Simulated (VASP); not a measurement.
Computed with revTPSS meta-GGA, VASP's PBE PAW potentials (set 64) (plane waves; VASP).

VASP ran on this input.

**INCAR**
```
# general
SYSTEM  = CaO
PREC    = Accurate
ENCUT   = 520
LREAL   = .FALSE.
LASPH   = .TRUE.

# electronic loop
EDIFF   = 1E-7
NELM    = 100
ALGO    = Normal
LMIXTAU = .TRUE.

# smearing
ISMEAR  = 0
SIGMA   = 0.05

# functional
METAGGA = RTPSS

# ions
ISIF    = 2

# output
LWAVE   = .FALSE.
LCHARG  = .FALSE.
```

**KPOINTS**
```
Automatic mesh
0
Gamma
9 9 9
0 0 0
```

File POSCAR:
```
CaO
1.0
  0.0000000000   2.4132906180   2.4132906180
  2.4132906180   0.0000000000   2.4132906180
  2.4132906180   2.4132906180   0.0000000000
Ca O
1 1
Cartesian
  0.0000000000   0.0000000000   0.0000000000
  2.4132906180   2.4132906180   2.4132906180
```

POTCAR, in this order: Ca_sv O (PBE.64 set). Program: vasp_std.

What VASP printed:

File OUTCAR:
```
 ion  position               nearest neighbor table
   1  0.000  0.000  0.000-   2 2.41   2 2.41   2 2.41   2 2.41   2 2.41   2 2.41
   2  0.500  0.500  0.500-   1 2.41   1 2.41   1 2.41   1 2.41   1 2.41   1 2.41
  LATTYP: Found a face centered cubic cell.
 ALAT       =     4.8265812360
 Subroutine PRICEL returns:
 Original cell was already a primitive cell.
 Subroutine GETGRP returns: Found 48 space group operations
The static configuration has the point symmetry O_h .
The dynamic configuration has the point symmetry O_h .
 Subroutine INISYM returns: Found 48 space group operations
 Subroutine IBZKPT returns following result:
 Found     35 irreducible k-points:

 Following reciprocal coordinates:
            Coordinates               Weight
  0.000000  0.000000  0.000000      1.000000
  0.111111  0.000000  0.000000      8.000000
  0.222222  0.000000  0.000000      8.000000
  0.333333  0.000000  0.000000      8.000000
  0.444444  0.000000  0.000000      8.000000
  0.111111  0.111111  0.000000      6.000000
  0.222222  0.111111  0.000000     24.000000
  0.333333  0.111111  0.000000     24.000000
  0.444444  0.111111  0.000000     24.000000
 -0.444444  0.111111  0.000000     24.000000
 -0.333333  0.111111  0.000000     24.000000
 -0.222222  0.111111  0.000000     24.000000
 -0.111111  0.111111  0.000000     12.000000
  0.222222  0.222222  0.000000      6.000000
  0.333333  0.222222  0.000000     24.000000
  0.444444  0.222222  0.000000     24.000000
 -0.444444  0.222222  0.000000     24.000000
 -0.333333  0.222222  0.000000     24.000000
 -0.222222  0.222222  0.000000     12.000000
  0.333333  0.333333  0.000000      6.000000
  0.444444  0.333333  0.000000     24.000000
 -0.444444  0.333333  0.000000     24.000000
 -0.333333  0.333333  0.000000     12.000000
  0.444444  0.444444  0.000000      6.000000
 -0.444444  0.444444  0.000000     12.000000
  0.333333  0.222222  0.111111     24.000000
  0.444444  0.222222  0.111111     48.000000
 -0.444444  0.222222  0.111111     48.000000
  0.444444  0.333333  0.111111     24.000000
 -0.444444  0.333333  0.111111     48.000000
 -0.333333  0.333333  0.111111     48.000000
 -0.222222  0.333333  0.111111     24.000000
 -0.444444  0.444444  0.111111     24.000000
 -0.333333  0.444444  0.111111     24.000000
 -0.333333  0.444444  0.222222     24.000000
   k-points           NKPTS =     35   k-points in BZ     NKDIM =     35   number of bands    NBANDS=     12
   number of dos      NEDOS =    301   number of ions     NIONS =      2
   total plane-waves  NPLWV =  21952
   dimension x,y,z NGX =    28 NGY =   28 NGZ =   28
   dimension x,y,z NGXF=    56 NGYF=   56 NGZF=   56
   ions per type =               1   1
   PREC   = accura    normal or accurate (medium, high low for compatibility)
   ISTART =      0    job   : 0-new  1-cont  2-samecut
   ICHARG =      2    charge: 1-file 2-atom 10-const
   ISPIN  =      1    spin polarized calculation?
   LNONCOLLINEAR =      F non collinear calculations
   LSORBIT =      F    spin-orbit coupling
   INIWAV =      1    electr: 0-lowe 1-rand  2-diag
   ENCUT  =  520.0 eV  38.22 Ry    6.18 a.u.   6.35  6.35  6.35*2*pi/ulx,y,z
   NELM   =    100;   NELMIN=  2; NELMDL= -5     # of ELM steps
   EDIFF  = 0.1E-06   stopping-criterion for ELM
   LREAL  =      F    real-space projection
   NLSPLINE    = F    spline interpolate recip. space projectors
   LMAXMIX     =    2 max onsite mixed and CHGCAR
   VOSKOWN=      0    Vosko Wilk Nusair interpolation
   EDIFFG = 0.1E-05   stopping-criterion for IOM
   NSW    =      0    number of steps for IOM
   NBLOCK =      1;   KBLOCK =      1    inner block; outer block
   IBRION =     -1    ionic relax: 0-MD 1-quasi-New 2-CG
...
```

OSZICAR:
```
       N       E                     dE             d eps       ncg     rms          rms(c)
DAV:   1     0.303112253979E+03    0.30311E+03   -0.33226E+05   840   0.649E+05
DAV:   2     0.263699305581E+01   -0.30048E+03   -0.28683E+03  1464   0.943E+02
DAV:   3    -0.231673842850E+02   -0.25804E+02   -0.42788E+02  1612   0.197E+02
DAV:   4    -0.209805011401E+02    0.21869E+01   -0.77664E+01  1548   0.643E+01
DAV:   5    -0.216294107715E+02   -0.64891E+00   -0.77059E+00  1092   0.200E+01    0.852E+00
DAV:   6    -0.165871617341E+02    0.50422E+01   -0.92783E+01  1064   0.103E+02    0.127E+01
DAV:   7    -0.157638248199E+02    0.82334E+00   -0.51569E+00  1028   0.225E+01    0.930E+00
DAV:   8    -0.145938248221E+02    0.11700E+01   -0.65622E+00  1004   0.282E+01    0.148E+00
DAV:   9    -0.146493002189E+02   -0.55475E-01   -0.16294E+00  1024   0.108E+01    0.156E+00
DAV:  10    -0.146321531934E+02    0.17147E-01   -0.25871E-01   876   0.569E+00    0.233E-01
DAV:  11    -0.147419764379E+02   -0.10982E+00   -0.19158E-01  1244   0.463E+00    0.585E-01
DAV:  12    -0.147696327635E+02   -0.27656E-01   -0.42915E-03  1060   0.882E-01    0.588E-01
DAV:  13    -0.147786522473E+02   -0.90195E-02   -0.13793E-02  1008   0.826E-01    0.373E-01
DAV:  14    -0.147805877144E+02   -0.19355E-02   -0.18233E-02   996   0.118E+00    0.496E-02
DAV:  15    -0.147808897577E+02   -0.30204E-03   -0.56481E-04   972   0.320E-01    0.300E-02
DAV:  16    -0.147808740781E+02    0.15680E-04   -0.32620E-05  1260   0.770E-02    0.202E-02
DAV:  17    -0.147809126649E+02   -0.38587E-04   -0.22357E-05  1000   0.668E-02    0.114E-02
DAV:  18    -0.147809082757E+02    0.43892E-05   -0.11237E-05   984   0.333E-02    0.596E-03
DAV:  19    -0.147809088382E+02   -0.56245E-06   -0.12806E-06  1184   0.124E-02    0.371E-03
DAV:  20    -0.147809073674E+02    0.14708E-05   -0.10747E-06  1056   0.967E-03    0.504E-04
DAV:  21    -0.147809072356E+02    0.13180E-06   -0.92760E-08   612   0.427E-03    0.339E-04
DAV:  22    -0.147809070822E+02    0.15343E-06   -0.14850E-08   444   0.121E-03    0.303E-04
DAV:  23    -0.147809069986E+02    0.83551E-07   -0.56223E-09   432   0.863E-04
   1 F= -.14780907E+02 E0= -.14780907E+02  d E =-.146664E-14
```

OUTCAR:
```
------------------------ aborting loop because EDIFF is reached ----------------------------------------
  FORCE on cell =-STRESS in cart. coord.  units (eV):
  Direction    XX          YY          ZZ          XY          YZ          ZX
  --------------------------------------------------------------------------------------
  Total        0.0022307      0.0022307      0.0022307      0.0000000      0.0000000     -0.0000000
  in kB        0.1271443      0.1271443      0.1271443      0.0000000      0.0000000     -0.0000000
  external PRESSURE =       0.1271443 kB  Pullay stress =       0.0000000 kB
  volume of cell :       28.11
      direct lattice vectors                 reciprocal lattice vectors
     0.000000000  2.413290618  2.413290618    -0.207185988  0.207185988  0.207185988
     2.413290618  0.000000000  2.413290618     0.207185988 -0.207185988  0.207185988
     2.413290618  2.413290618  0.000000000     0.207185988  0.207185988 -0.207185988
  FREE ENERGIE OF THE ION-ELECTRON SYSTEM (eV)
  ---------------------------------------------------
  free  energy   TOTEN  =       -14.7809069986 eV

  energy  without entropy=      -14.7809069986  energy(sigma->0) =      -14.78090700
```
(Selected blocks of OUTCAR.)

The compound is CaO in the rock salt structure. It was relaxed first.
